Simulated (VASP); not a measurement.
Output of a VASP run:

OSZICAR:
```
       N       E                     dE             d eps       ncg     rms          rms(c)
DAV:   1     0.842412744102E+02    0.84241E+02   -0.71264E+03  1326   0.124E+03
DAV:   2    -0.323099522857E+01   -0.87472E+02   -0.83888E+02  1699   0.162E+02
DAV:   3    -0.930519893962E+01   -0.60742E+01   -0.60028E+01  1641   0.481E+01
DAV:   4    -0.942421175190E+01   -0.11901E+00   -0.11887E+00  1606   0.798E+00
DAV:   5    -0.942648893029E+01   -0.22772E-02   -0.22772E-02  1638   0.110E+00    0.121E+01
DAV:   6    -0.940945400104E+01    0.17035E-01   -0.21106E-02  1426   0.998E-01    0.770E+00
DAV:   7    -0.940713125195E+01    0.23227E-02   -0.43959E-02  1371   0.147E+00    0.339E-01
DAV:   8    -0.940635537034E+01    0.77588E-03   -0.81800E-03  1356   0.582E-01    0.151E-01
DAV:   9    -0.940639368450E+01   -0.38314E-04   -0.23872E-04  1730   0.117E-01    0.117E-01
DAV:  10    -0.940644114658E+01   -0.47462E-04   -0.63043E-05  1356   0.565E-02    0.211E-02
DAV:  11    -0.940643508152E+01    0.60651E-05   -0.22764E-05  1366   0.340E-02    0.166E-02
DAV:  12    -0.940643489673E+01    0.18479E-06   -0.31125E-06  1237   0.116E-02
   1 F= -.94064349E+01 E0= -.94064349E+01  d E =-.220089E-11
```

### OUTCAR
```
------------------------ aborting loop because EDIFF is reached ----------------------------------------
  FORCE on cell =-STRESS in cart. coord.  units (eV):
  Direction    XX          YY          ZZ          XY          YZ          ZX
  --------------------------------------------------------------------------------------
  Total        1.1202236      0.4873931      0.9390494      0.1333982     -0.3511096     -0.1927977
  in kB       17.4436203      7.5894680     14.6224573      2.0772165     -5.4673214     -3.0021602
  external PRESSURE =      13.2185152 kB  Pullay stress =       0.0000000 kB
  volume of cell :      102.89
      direct lattice vectors                 reciprocal lattice vectors
     2.198061000 -3.924315000  0.000000000     0.227473214 -0.127410771  0.000000000
     2.198061000  3.924315000  0.000000000     0.227473214  0.127410771  0.000000000
     0.000000000  0.000000000  5.964102000     0.000000000  0.000000000  0.167669835
 POSITION                                       TOTAL-FORCE (eV/Angst)
 -----------------------------------------------------------------------------------
      0.57809      1.03209      3.97607         0.230157      0.140788     -0.086707
      3.23994      0.00000      0.00000        -0.227611     -0.021158      0.049074
      0.63656     -1.03209      1.98803        -0.002546     -0.119630      0.037633
 -----------------------------------------------------------------------------------
    total drift:                               -0.000002     -0.000005     -0.000016
  FREE ENERGIE OF THE ION-ELECTRON SYSTEM (eV)
  ---------------------------------------------------
  free  energy   TOTEN  =        -9.4064348967 eV

  energy  without entropy=       -9.4064348967  energy(sigma->0) =       -9.40643490
```
(Selected blocks of OUTCAR.)

**POSCAR**
```
Te
1
    2.1980610000    -3.9243150000     0.0000000000
    2.1980610000     3.9243150000     0.0000000000
    0.0000000000     0.0000000000     5.9641020000
Te
3
Direct
  0.0000000000   0.2630000000   0.6666670000
  0.7370000000   0.7370000000   0.0000000000
  0.2763000000   0.0133000000   0.3333330000
```

**Question.** Write an INCAR and KPOINTS that could have produced this output.

**Answer.** Several could match; the one computed here: the input of the run itself, PBE GGA, plane waves, VASP's PBE PAW potentials (set 64).

### KPOINTS
```
Automatic mesh
0
Gamma
5 5 4
0 0 0
```

**INCAR**
```
LASPH=T
ENCUT=600
ISMEAR=0
LCHARG=F
GGA=PE
ALGO=Normal
EDIFF=1E-6
NELM=100
ISIF=2   ! forces and stress, cell fixed
SIGMA=0.05
SYSTEM=Te
LWAVE=F
PREC=Accurate
LREAL=F   ! projection in real space or not
LMAXMIX=4   ! l cut-off of mixed one-centre charges
```

POTCAR, in this order: Te (PBE.64 set). Program: vasp_std.

The compound is Te in the trig structure. The cell was not relaxed at this level, atoms are displaced from their ideal sites. The run is one of a series of settings (ENCUT = 600 against the base run), some of them coarse on purpose.
